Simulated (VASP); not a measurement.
Input for VASP

File POSCAR:
```
SnO
1
    2.8233190000     0.0000000000     0.0000000000
    0.0000000000     2.8233190000     0.0000000000
    0.0000000000     0.0000000000     2.8233190000
Sn O
1 1
Direct
  0.0000000000   0.0000000000   0.0000000000
  0.5000000000   0.5000000000   0.5000000000
```

File KPOINTS:
```
Automatic mesh
0
Gamma
7 7 7
0 0 0
```

INCAR:
```
SYSTEM = SnO
PREC = Accurate
ENCUT = 520
EDIFF = 1E-6
NELM = 100
ALGO = Normal
LREAL = .FALSE.
LASPH = .TRUE.
ISMEAR = 0
SIGMA = 0.05
GGA = PE
LMAXMIX = 4
LWAVE = .FALSE.
LCHARG = .FALSE.
ISIF = 2
NBANDS = 8
```

POTCAR, in this order: Sn_d O (PBE.64 set). Program: vasp_std.

The run wrote:

**standard output**
```
 POSCAR found type information on POSCAR SnO
 POSCAR found :  2 types and       2 ions
 Reading from existing POTCAR
 Reading from existing POTCAR
 LDA part: xc-table for (Slater+PW92), standard interpolation

 -----------------------------------------------------------------------------
|                                                                             |
|     EEEEEEE  RRRRRR   RRRRRR   OOOOOOO  RRRRRR      ###     ###     ###     |
|     E        R     R  R     R  O     O  R     R     ###     ###     ###     |
|     E        R     R  R     R  O     O  R     R     ###     ###     ###     |
|     EEEEE    RRRRRR   RRRRRR   O     O  RRRRRR       #       #       #      |
|     E        R   R    R   R    O     O  R   R                               |
|     E        R    R   R    R   O     O  R    R      ###     ###     ###     |
|     EEEEEEE  R     R  R     R  OOOOOOO  R     R     ###     ###     ###     |
|                                                                             |
|     The number of bands is not sufficient to hold all electrons. I am       |
|     sorry, but this calculation does not make sense. If you want to         |
|     calculate only selected states, you need to set either EFERMI or        |
|     EREF. EREF specifies around which energy states are supposed to be      |
|     calculated.                                                             |
|     I found NBANDS = 8, NELECT = 20.                                        |
|                                                                             |
|       ---->  I REFUSE TO CONTINUE WITH THIS SICK JOB ... BYE!!! <----       |
|                                                                             |
 -----------------------------------------------------------------------------
```

Question: Read input and log: which fault does this run have?
A) simple mixing (IMIX = 1) with AMIX above 1 overshoots
B) NBANDS is too small to hold all electrons
C) POTCAR lists the elements in another order than POSCAR
D) NSW is too small for the relaxation to finish

Answer: B, NBANDS is too small to hold all electrons. VASP stops with an error: The number of bands is not sufficient to hold all electrons. I am sorry, but this calculation does not make sense. If you want to calculate only selected states, you need to set either EFERMI or EREF. EREF specifies around which energy states are supposed to be calculated. I found NBANDS = 8, NELECT = 20. ----> I REFUSE TO CONTINUE WITH THIS SICK JOB ... BYE!!! <----

To mend it, remove NBANDS.

The mended run (PBE GGA, plane waves, VASP's PBE PAW potentials (set 64)) converges, and its OSZICAR ends with
```
   1 F= -.86129399E+01 E0= -.86114671E+01  d E =-.294566E-02
```

The structure was generated: SnO was put into the CsCl type (Pm-3m), which need not be its known phase. The cell was not relaxed at this level.
